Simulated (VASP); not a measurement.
These are PBEsol GGA, VASP's PBE PAW potentials (set 64) (plane waves; VASP) values and carry that method's errors.

VASP input:

### INCAR
```
# general
SYSTEM  = WSe2 bilayer
PREC    = Normal
ENCUT   = 400   # plane-wave cut-off (eV)
LREAL   = .FALSE.
LASPH   = .TRUE.

# electronic loop
EDIFF   = 1E-5   # SCF stop (eV)
NELM    = 100
NELMIN  = 4
ALGO    = Normal   # blocked Davidson
LMAXMIX = 6

# smearing
ISMEAR  = 0   # Gaussian
SIGMA   = 0.05   # width (eV)

# functional
GGA     = PS

# ions
IBRION  = 2   # conjugate gradients
NSW     = 50   # most ionic steps
ISIF    = 4   # ions and shape, fixed volume
EDIFFG  = -0.03

# output
LWAVE   = .TRUE.
LCHARG  = .FALSE.
```

**POSCAR**
```
WSe2 bilayer
1
    3.2742127947     0.0000000000     0.0000000000
   -1.6371063973     2.8355511350     0.0000000000
    0.0000000000     0.0000000000    26.3293287598
W Se
2 4
Direct
  0.6666670000   0.3333330000   0.3745340000
  0.3333330000   0.6666670000   0.6254660000
  0.3333330000   0.6666670000   0.4392740000
  0.3333330000   0.6666670000   0.3097930000
  0.6666670000   0.3333330000   0.6902070000
  0.6666670000   0.3333330000   0.5607260000
```

### KPOINTS
```
Automatic mesh
0
Gamma
12 12 1
0 0 0
```

POTCAR, in this order: W_sv Se (PBE.64 set). Program: vasp_std.

Output

OSZICAR:
```
       N       E                     dE             d eps       ncg     rms          rms(c)
DAV:   1     0.416656875773E+03    0.41666E+03   -0.24835E+04  1482   0.120E+03
DAV:   2    -0.169826403861E+02   -0.43364E+03   -0.42548E+03  1529   0.319E+02
DAV:   3    -0.475637805371E+02   -0.30581E+02   -0.30374E+02  1462   0.822E+01
DAV:   4    -0.485022766217E+02   -0.93850E+00   -0.93533E+00  1535   0.149E+01
DAV:   5    -0.485280906323E+02   -0.25814E-01   -0.25795E-01  1512   0.247E+00    0.301E+01
DAV:   6    -0.469326563849E+02    0.15954E+01   -0.10316E+01  1408   0.179E+01    0.107E+01
DAV:   7    -0.466886990697E+02    0.24396E+00   -0.51235E+00  1374   0.917E+00    0.532E+00
DAV:   8    -0.464826869216E+02    0.20601E+00   -0.92539E-01  1599   0.518E+00    0.117E+00
DAV:   9    -0.464832843896E+02   -0.59747E-03   -0.80791E-02  1593   0.138E+00    0.843E-01
DAV:  10    -0.464803456062E+02    0.29388E-02   -0.20922E-02  1553   0.921E-01    0.129E-01
DAV:  11    -0.464800760146E+02    0.26959E-03   -0.16752E-03  1456   0.249E-01    0.115E-01
DAV:  12    -0.464800832363E+02   -0.72216E-05   -0.17105E-04  1302   0.654E-02    0.604E-02
DAV:  13    -0.464800999058E+02   -0.16670E-04   -0.23459E-04  1296   0.522E-02    0.131E-02
DAV:  14    -0.464801868980E+02   -0.86992E-04   -0.76704E-05  1375   0.357E-02    0.323E-02
DAV:  15    -0.464802570753E+02   -0.70177E-04   -0.16346E-05  1135   0.174E-02    0.164E-02
DAV:  16    -0.464803378411E+02   -0.80766E-04   -0.16808E-05  1062   0.196E-02    0.113E-02
DAV:  17    -0.464803664714E+02   -0.28630E-04   -0.25292E-06   954   0.866E-03    0.340E-03
DAV:  18    -0.464803811705E+02   -0.14699E-04   -0.30179E-06   979   0.452E-03    0.177E-03
DAV:  19    -0.464804005109E+02   -0.19340E-04   -0.15250E-06   919   0.323E-03    0.101E-03
DAV:  20    -0.464804099371E+02   -0.94262E-05   -0.34180E-07   897   0.187E-03
   1 F= -.46480410E+02 E0= -.46480410E+02  d E =-.464804E+02
       N       E                     dE             d eps       ncg     rms          rms(c)
DAV:   1    -0.465695308490E+02   -0.89130E-01   -0.36445E+00  1185   0.129E+01    0.162E+00
DAV:   2    -0.465207005789E+02    0.48830E-01   -0.32901E-01  1383   0.291E+00    0.892E-01
DAV:   3    -0.465057548987E+02    0.14946E-01   -0.69373E-02  1494   0.152E+00    0.598E-01
DAV:   4    -0.465018097448E+02    0.39452E-02   -0.12309E-02  1441   0.558E-01    0.336E-01
DAV:   5    -0.465014579103E+02    0.35183E-03   -0.30613E-03  1559   0.254E-01    0.952E-02
DAV:   6    -0.465015471033E+02   -0.89193E-04   -0.30272E-04  1425   0.907E-02    0.551E-02
DAV:   7    -0.465016514896E+02   -0.10439E-03   -0.13215E-04  1236   0.426E-02    0.231E-02
DAV:   8    -0.465017942056E+02   -0.14272E-03   -0.64997E-05  1215   0.383E-02    0.973E-03
DAV:   9    -0.465019313530E+02   -0.13715E-03   -0.33630E-05  1128   0.179E-02    0.762E-03
DAV:  10    -0.465020148819E+02   -0.83529E-04   -0.22861E-05  1065   0.132E-02    0.402E-03
DAV:  11    -0.465020342172E+02   -0.19335E-04   -0.34328E-06   937   0.546E-03    0.236E-03
DAV:  12    -0.465020500041E+02   -0.15787E-04   -0.70373E-06   993   0.602E-03    0.136E-03
DAV:  13    -0.465020512058E+02   -0.12018E-05   -0.95084E-07   799   0.275E-03
   2 F= -.46502051E+02 E0= -.46502051E+02  d E =-.216413E-01
       N       E                     dE             d eps       ncg     rms          rms(c)
DAV:   1    -0.465117737564E+02   -0.97238E-02   -0.28846E-01  1185   0.364E+00    0.458E-01
DAV:   2    -0.465076131347E+02    0.41606E-02   -0.28912E-02  1400   0.850E-01    0.263E-01
DAV:   3    -0.465064203285E+02    0.11928E-02   -0.60203E-03  1472   0.439E-01    0.173E-01
DAV:   4    -0.465060458489E+02    0.37448E-03   -0.11870E-03  1447   0.171E-01    0.979E-02
DAV:   5    -0.465059953488E+02    0.50500E-04   -0.29002E-04  1527   0.780E-02    0.280E-02
DAV:   6    -0.465059889421E+02    0.64068E-05   -0.30972E-05  1201   0.290E-02
   3 F= -.46505989E+02 E0= -.46505989E+02  d E =-.255790E-01
       N       E                     dE             d eps       ncg     rms          rms(c)
DAV:   1    -0.465059923881E+02    0.29608E-05   -0.76936E-04  1304   0.186E-01    0.207E-02
DAV:   2    -0.465059811071E+02    0.11281E-04   -0.61851E-05  1250   0.398E-02    0.123E-02
DAV:   3    -0.465059806286E+02    0.47846E-06   -0.11919E-05   792   0.222E-02    0.756E-03
DAV:   4    -0.465059837408E+02   -0.31122E-05   -0.35126E-06   708   0.103E-02
   4 F= -.46505984E+02 E0= -.46505984E+02  d E =-.255738E-01
       N       E                     dE             d eps       ncg     rms          rms(c)
DAV:   1    -0.465107392448E+02   -0.47586E-02   -0.20135E-01  1178   0.286E+00    0.376E-01
DAV:   2    -0.465085696713E+02    0.21696E-02   -0.15852E-02  1237   0.726E-01    0.174E-01
DAV:   3    -0.465080712924E+02    0.49838E-03   -0.86630E-04  1477   0.182E-01    0.813E-02
DAV:   4    -0.465078782961E+02    0.19300E-03   -0.58379E-04  1410   0.118E-01    0.331E-02
DAV:   5    -0.465078754604E+02    0.28357E-05   -0.38628E-05  1236   0.352E-02
   5 F= -.46507875E+02 E0= -.46507875E+02  d E =-.189172E-02
       N       E                     dE             d eps       ncg     rms          rms(c)
DAV:   1    -0.465303938924E+02   -0.22516E-01   -0.14806E+00  1178   0.775E+00    0.103E+00
DAV:   2    -0.465143744354E+02    0.16019E-01   -0.11905E-01  1237   0.198E+00    0.476E-01
DAV:   3    -0.465107201667E+02    0.36543E-02   -0.63352E-03  1461   0.496E-01    0.226E-01
DAV:   4    -0.465092590471E+02    0.14611E-02   -0.45392E-03  1426   0.329E-01    0.948E-02
DAV:   5    -0.465092311099E+02    0.27937E-04   -0.28279E-04  1498   0.938E-02    0.509E-02
DAV:   6    -0.465091645480E+02    0.66562E-04   -0.70453E-05  1349   0.391E-02    0.224E-02
DAV:   7    -0.465091397045E+02    0.24844E-04   -0.30528E-05  1207   0.233E-02    0.892E-03
DAV:   8    -0.465091496549E+02   -0.99504E-05   -0.10369E-05   941   0.124E-02
   6 F= -.46509150E+02 E0= -.46509150E+02  d E =-.316591E-02
       N       E                     dE             d eps       ncg     rms          rms(c)
DAV:   1    -0.465103111352E+02   -0.11714E-02   -0.69339E-02  1178   0.167E+00    0.219E-01
DAV:   2    -0.465095966899E+02    0.71445E-03   -0.54869E-03  1251   0.426E-01    0.102E-01
DAV:   3    -0.465094438650E+02    0.15282E-03   -0.29165E-04  1445   0.106E-01    0.476E-02
DAV:   4    -0.465093953939E+02    0.48471E-04   -0.19055E-04  1431   0.683E-02    0.188E-02
DAV:   5    -0.465093967579E+02   -0.13640E-05   -0.12280E-05   827   0.215E-02
   7 F= -.46509397E+02 E0= -.46509397E+02  d E =-.341302E-02
       N       E                     dE             d eps       ncg     rms          rms(c)
DAV:   1    -0.465085632421E+02    0.83215E-03   -0.40155E-01  1186   0.635E+00    0.407E-01
DAV:   2    -0.465100415081E+02   -0.14783E-02   -0.56542E-02  1297   0.156E+00    0.196E-01
DAV:   3    -0.465094970159E+02    0.54449E-03   -0.16861E-03  1433   0.298E-01    0.992E-02
DAV:   4    -0.465092729736E+02    0.22404E-03   -0.85669E-04  1399   0.146E-01    0.337E-02
DAV:   5    -0.465092648926E+02    0.80810E-05   -0.76735E-05  1353   0.550E-02
   8 F= -.46509265E+02 E0= -.46509265E+02  d E =0.131865E-03
       N       E                     dE             d eps       ncg     rms          rms(c)
DAV:   1    -0.465095951922E+02   -0.32222E-03   -0.11637E-01  1186   0.343E+00    0.219E-01
DAV:   2    -0.465100566716E+02   -0.46148E-03   -0.16172E-02  1283   0.833E-01    0.104E-01
DAV:   3    -0.465099034567E+02    0.15321E-03   -0.49037E-04  1417   0.163E-01    0.519E-02
DAV:   4    -0.465098473109E+02    0.56146E-04   -0.24390E-04  1407   0.780E-02    0.166E-02
DAV:   5    -0.465098461251E+02    0.11858E-05   -0.18847E-05  1010   0.290E-02
   9 F= -.46509846E+02 E0= -.46509846E+02  d E =-.449367E-03
```

### OUTCAR
```
------------------------ aborting loop because EDIFF is reached ----------------------------------------
  FORCE on cell =-STRESS in cart. coord.  units (eV):
  Direction    XX          YY          ZZ          XY          YZ          ZX
  --------------------------------------------------------------------------------------
  Total       -0.0117563     -0.0117562     -0.0392903     -0.0000000     -0.0000000      0.0000000
  in kB       -0.0770540     -0.0770540     -0.2575205     -0.0000000     -0.0000000      0.0000000
  external PRESSURE =      -0.1372095 kB  Pullay stress =       0.0000000 kB
  volume of cell :      244.45
      direct lattice vectors                 reciprocal lattice vectors
     3.273071046 -0.000000000  0.000000000     0.305523463  0.176394072  0.000000000
    -1.636535523  2.834562373 -0.000000000     0.000000000  0.352788144  0.000000000
    -0.000000000 -0.000000000 26.347700739    -0.000000000  0.000000000  0.037953976
 POSITION                                       TOTAL-FORCE (eV/Angst)
 -----------------------------------------------------------------------------------
      1.63654      0.94485      9.86661         0.000000     -0.000000     -0.007296
     -0.00000      1.88971     16.48109         0.000000      0.000000      0.007296
     -0.00000      1.88971     11.54325        -0.000000     -0.000000      0.009169
     -0.00000      1.88971      8.19197        -0.000000      0.000000     -0.003105
      1.63654      0.94485     18.15573        -0.000000     -0.000000      0.003105
      1.63654      0.94485     14.80445        -0.000000      0.000000     -0.009169
 -----------------------------------------------------------------------------------
    total drift:                                0.000000      0.000000      0.000000
  FREE ENERGIE OF THE ION-ELECTRON SYSTEM (eV)
  ---------------------------------------------------
  free  energy   TOTEN  =       -46.5098461251 eV

  energy  without entropy=      -46.5098461251  energy(sigma->0) =      -46.50984613

 reached required accuracy - stopping structural energy minimisation
```
(Selected blocks of OUTCAR.)

CONTCAR:
```
WSe2 bilayer
   1.00000000000000
     3.2730710457395769   -0.0000000000019388    0.0000000000000000
    -1.6365355228214848    2.8345623731754408   -0.0000000000000000
    -0.0000000000000000   -0.0000000000000000   26.3477007394626987
  W               Se
     2     4
Direct
     0.6666669999999968    0.3333330000000032    0.3744771280340575
     0.3333330000000032    0.6666669999999968    0.6255228719659428
     0.3333330000000032    0.6666669999999968    0.4381121280254321
     0.3333330000000032    0.6666669999999968    0.3109179619900294
     0.6666669999999968    0.3333330000000032    0.6890820380099707
     0.6666669999999968    0.3333330000000032    0.5618878719745679
```

The cell is a sheet with vacuum, built from WSe2 (2H layered).
